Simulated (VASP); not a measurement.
Cu:

```xyz
1
Lattice="0.0000 1.7851 1.7851 1.7851 0.0000 1.7851 1.7851 1.7851 0.0000" Properties=species:S:1:pos:R:3 pbc="T T T"
Cu    0.0000    0.0000    0.0000
```

Base run:

| Property | Result |
| --- | --- |
| Program | VASP 6.6.1 |
| Functional | PBEsol |
| Potentials or basis | VASP PAW PBE potentials, release 64 (Cu) |
| Cutoff | 700 eV |
| k mesh | 20 × 20 × 20 |
| Occupations | gaussian, width 0.1 eV |
| Spin | no spin polarisation |

Its results: band gap on the k mesh none (metal or under the smearing width); pressure 0.2 GPa.

Q: The run is repeated on the same cell with these changes: functional from PBEsol to r2SCAN; cutoff from 700 eV to 520 eV; further incar settings from ALGO = Fast; EDIFF = 1e-06 to ALGO = Normal; EDIFF = 1e-06. What comes out?

A: Band gap on the k mesh none (metal or under the smearing width); pressure 1.5 GPa.

Caveats: the PAW data sets were made with another functional, which shifts forces and pressure a little.

Not every run made on this cell is shown here.
